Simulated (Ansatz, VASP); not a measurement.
**ZnSiCO in two plane-wave programs**

Wanted: the spread between two codes on one cell, functional and k mesh. The cell is generated by rule, not measured, and may not be a known phase. Of the first pair: The two relaxations start from unlike cells of this crystal (the structure described is Ansatz's start), so only their ends are compared.

Main program and level: Ansatz 0.2.0; plane waves, with VASP 6.6.1 beside it; relaxation of cell and atoms at PBEsol.

### Step 1. Set-up

The structure is trigonal, space group P3m1 (No. 156). Conventional cell: a = 3.165 Å, b = 3.165 Å, c = 10.260 Å, α = 90.00°, β = 90.00°, γ = 120.00°. C has 4 Si at 1.92 to 1.94 Å nearest. C has 1 Si at 1.92 Å and 3 Zn at 1.94 Å nearest. Nearest to O lie 4 Zn at 1.92 to 1.94 Å. O has 1 Zn at 1.92 Å and 3 Si at 1.94 Å nearest. Nearest to Si lie 1 C at 1.92 Å and 3 O at 1.94 Å. Si has 4 C at 1.92 to 1.94 Å nearest. Farther neighbours and most contacts between anions are not listed.

### Step 2. Ansatz: relaxation of cell and atoms, PBEsol, pair 1

Ansatz runs on its default PAW (the set named soft_2) files.

The relaxed volume is the usual yardstick between codes: in a stiff, nearly cubic crystal its relative difference is about their pressure difference at one cell divided by the bulk modulus.

input.yaml

```yaml
crystal:
  lattice:
    - [3.165, 0.0, 0.0]
    - [-1.5825, 2.74097, 0.0]
    - [0.0, 0.0, 10.26]
  atoms:
    - { symbol: C, position: [0.333333, 0.666667, 0.6875] }
    - { symbol: C, position: [0.666667, 0.333333, 0.9375] }
    - { symbol: O, position: [0.333333, 0.666667, 0.1875] }
    - { symbol: O, position: [0.666667, 0.333333, 0.4375] }
    - { symbol: Si, position: [0.333333, 0.666667, 0.5] }
    - { symbol: Si, position: [0.666667, 0.333333, 0.75] }
    - { symbol: Zn, position: [0.333333, 0.666667, 0.0] }
    - { symbol: Zn, position: [0.666667, 0.333333, 0.25] }
kpoints:
  mp_grid: { grid: [9, 9, 2] }
hamiltonian:
  xc: pbesol
scf:
  occupations: { method: gaussian, width: 0.1 }
output:
  forces: true
  stress: true
  eigenvalues: true
relax:
  adjacent_minimum: "off"
  f_tol: 0.05
  max_steps: 80
  cell: { stress_tol: 0.5 }
```

Run with:

```console
> ansatz run input.yaml --threads 8 --pin off --max-ram 14336MiB --backend cpu --events-out ev --progress --plain --runs-dir out
```

Numbers of over 12 decimals in the logs are rounded to 6 here.

The program printed:

```text
Warning: the atoms were moved onto the symmetric positions of the space group found under crystal.symmetry.tolerance 1.0e-5 (fractional; no operation is sought that the atoms, as they stand in a round, miss by more than twice it, and no atom is moved by as much as it), and the run uses the moved positions. Before a round's move an operation carried an atom to 3.17e-6 Å from where it should land, the largest such dist [...]
The last accepted step is kept in <dir> (removed where the run ends without a failure and the disk answers)
Engine: ansatz 0.2.0, aarch64-unknown-linux-gnu
Pseudopotentials: kind: paw
Pseudopotential: C, paw, valence charge 4, recommended cutoff 420 eV (normal), C.paw.azcp
Pseudopotential: O, paw, valence charge 6, recommended cutoff 420 eV (normal), O.paw.azcp
Pseudopotential: Si, paw, valence charge 4, recommended cutoff 420 eV (normal), Si.paw.azcp
Pseudopotential: Zn, paw, valence charge 12, recommended cutoff 420 eV (normal), Zn.paw.azcp
Functional definition: PBEsol
  exchange = pbesol_x
  correlation = pbesol_c
Crystal: 8 atoms, lattice volume = 89.007 Å³
Basis set: ecut = 420 eV, 1703 PW (Γ), exchange–correlation on 48×48×144 points (8 copies of the dense FFT grid, shifted against one another)
Bands: 34, of which v1, the nominal top of the filled ones, is band 26 counted from 1 (25 counted from 0)
Symmetry: 6 space group operations
Space group: P3m1 (ITA 156), of the structure as read, at distance tolerance 4.5e-5 Å
k-points: 24 of 162 (time reversal used)
Non-local potential: C, projectors of the file, l = 0: 2, l = 1: 2, l = 2: 1
Non-local potential: O, projectors of the file, l = 0: 2, l = 1: 2, l = 2: 1
Non-local potential: Si, projectors of the file, l = 0: 2, l = 1: 2, l = 2: 2
Non-local potential: Zn, projectors of the file, l = 0: 2, l = 1: 2, l = 2: 3, l = 3: 1
PAW form: soft (Blöchl's): semilocal exchange-correlation on the pseudo side does not see the compensation charge
[...]
SCF iter   7: F=—  HF=-9417.483547 eV  |F-HF|=—  |Δ(HF+E_count)|=   4.25e-6  Δρ=3.58e-5  dr2=8.17e-6  ethr=8.35e-8  ⟨swp⟩=2.9  Hψ=1333  notcnv=0
SCF iter   8: F=—  HF=-9417.483546 eV  |F-HF|=—  |Δ(HF+E_count)|=   5.94e-7  Δρ=2.40e-5  dr2=3.44e-6  ethr=1.57e-8  ⟨swp⟩=2.5  Hψ=1196  notcnv=0
SCF iter   9: F=—  HF=-9417.483546 eV  |F-HF|=—  |Δ(HF+E_count)|=   1.35e-7  Δρ=2.63e-5  dr2=2.82e-6  ethr=6.62e-9  ⟨swp⟩=2.0  Hψ=1167  notcnv=0
SCF iter  10: F=-9417.483545 eV  HF=-9417.483545 eV  |F-HF|=4.28e-7  |Δ(HF+E_count)|=   3.78e-7  Δρ=7.18e-6  dr2=4.67e-7  ethr=1.54e-9  ⟨swp⟩=6.2  Hψ=3765  notcnv=0
SCF 6 converged in 10 iterations: F = -9417.483545 eV  dr2 = 4.67e-7
relax step   6: F+E_penalty+E_count = -9417.48354504 eV  Δ(F+E_penalty+E_count) = -2.839e-3 eV  max|allowed force component| = 1.178e-1 eV/Å  Δτ_max = 0.0304 Å  P = +0.108 GPa  Ω = 92.357 Å³  energy of the carried Pulay correction = -1.038e-2 eV  (10 SCF iters, dr2 threshold 8.00e-7 eV, accepted)
[...]
relax step   7: F+E_penalty+E_count = -9417.48359288 eV  Δ(F+E_penalty+E_count) = -4.784e-5 eV  max|allowed force component| = 2.053e-2 eV/Å  Δτ_max = 0.0029 Å  P = -0.032 GPa  Ω = 92.441 Å³  energy of the carried Pulay correction = -1.064e-2 eV  (7 SCF iters, dr2 threshold 8.00e-7 eV, accepted)
[...]
relax step   8: F+E_penalty+E_count = -9417.49581586 eV  Δ(F+E_penalty+E_count) = -1.222e-2 eV  max|allowed force component| = 2.021e-2 eV/Å  Δτ_max = 0.0000 Å  P = +0.140 GPa  Ω = 92.441 Å³  stress off target by 1.41e-1 GPa  SCF on the basis re-selected at this cell (its energy is not comparable with the rows above)  (8 SCF iters)
basis re-selected at this cell: Δ(F+E_penalty+E_count) = -1.222e-2 eV, ΔP = +0.173 GPa vs the last step (what re-selecting the basis moved, of the pressure what is left beyond the Pulay correction that the steps carried, after the strain that the cell walked since its last selection, with what the two solves' SCF thresholds leave and, on support functions, any second-order correction that the steps lacked; it is no m [...]
SCF converged after 8 iterations
Free energy (F): -9417.495816 eV
Harris-Foulkes:  -9417.495816 eV  (|F-HF|=5.18e-9)
Internal energy: -9417.477145 eV  (E = F + TS)
E sigma→0 (E₀):  -9417.486480 eV
Entropy (-TS):   -0.018671 eV (-2.334 meV/atom)
Fermi energy:    9.549962 eV
--- Per-component energies (eV) ---
  E_band       = 101.711933
  E_kinetic    = 873.578268
  E_local      = -5711.092038  (includes V_loc(G=0)·N_el)
  E_nonlocal   = 1430.977905
  E_hartree    = 2446.290562
  E_xc         = -623.664173
  E_vxc        = -506.898397  (∫ρ·V_xc dr)
  E_paw        = -5071.863816  (= ΣΔE_a)
  E_vpaw       = -877.436965  (= ΣTr[D̂ρ^β])
  E_aug_tail   = 0.004013  (compensation charges beyond the density's cutoff)
  E_ewald      = -2763.478475
  E_core_change = 1.770608  (= ΣΔE_core)
  E_smearing   = -0.018671  (= −TS)
  E_closure    = -0.000000  (closes the sum)
  Σ components = -9417.495816   (vs F -9417.495816, Δ=0.00e0)
--- Forces (eV/Å), atoms counted from 1 ---
  atom   1  C      0.00000000     0.00000000     0.00144296
  atom   2  C     -0.00000000     0.00000000    -0.00874738
  atom   3  O      0.00000000    -0.00000000    -0.00989472
  atom   4  O      0.00000000     0.00000000     0.01230350
  atom   5  Si     0.00000000    -0.00000000    -0.01741616
  atom   6  Si     0.00000000    -0.00000000     0.02021623
  atom   7  Zn    -0.00000000     0.00000000     0.00232887
  atom   8  Zn     0.00000000    -0.00000000    -0.00016996
  max |Σ_I F_I| component: 6.33e-5 eV/Å
--- Stress (GPa, compression-positive) ---
        0.141202      -0.000000      -0.000000
       -0.000000       0.141202      -0.000000
       -0.000000      -0.000000       0.139073
  P = ⅓ Tr σ = 0.1405 GPa (1.405 kbar)
--- Band table (eV; the first three rows and the last of 24) ---
  k-point 0: bands = [... 22 lower, 7.4657, 7.4657, 7.5748, 10.4409, 10.9870, 10.9870, 13.0351, 13.9432, ... 4 higher]
  k-point 1: bands = [... 22 lower, 7.4718, 7.4718, 8.2289, 10.2765, 10.9873, 10.9873, 12.9510, 13.9392, ... 4 higher]
  k-point 2: bands = [... 22 lower, 7.2307, 7.2354, 7.9791, 10.2746, 10.7915, 10.9281, 13.0613, 13.6934, ... 4 higher]
  k-point 23: bands = [... 22 lower, 5.4228, 6.6471, 6.7385, 7.2140, 11.0736, 11.8302, 13.1904, 14.1027, ... 4 higher]
--- Relaxed structure (7 steps of the walk, 7 accepted, 1 SCFs on fresh bases) ---
  F+E_penalty+E_count = -9417.49581586 eV   max|allowed force component| = 2.021e-2 eV/Å   (the final SCF, on the basis selected at the relaxed cell)
  cell:  # Å, volume = 92.4408 Å³
    - [3.189938, 0.0, 7.093442174886396e-18]
    - [-1.594969, 2.762567, -3.546721087443197e-18]
    - [2.2994856892354428e-17, 0, 10.489836]
  atoms:
    - { symbol: C, position: [0.333333, 0.666667, 0.685203] }
    - { symbol: C, position: [0.666667, 0.333333, 0.925395] }
    - { symbol: O, position: [0.333333, 0.666667, 0.196053] }
    - { symbol: O, position: [0.666667, 0.333333, 0.457454] }
    - { symbol: Si, position: [0.333333, 0.666667, 0.511247] }
    - { symbol: Si, position: [0.666667, 0.333333, 0.751559] }
    - { symbol: Zn, position: [0.333333, 0.666667, -0.011047] }
    - { symbol: Zn, position: [0.666667, 0.333333, 0.234136] }
```

(Continued in part 2 of 3.)

[Lines on the potential files, build, host, timing and source positions are cut from VASP's logs without a mark.]

[Logs are printed without paths, hosts, clocks, repeated set-up lines and the standing remarks that a program may print on its own settings, such as how far it seeks lower states.]

[Hosts, paths, dates, database ids (printed as entryN), source tags and the programs' standing remarks are cut or masked in the printed files.]
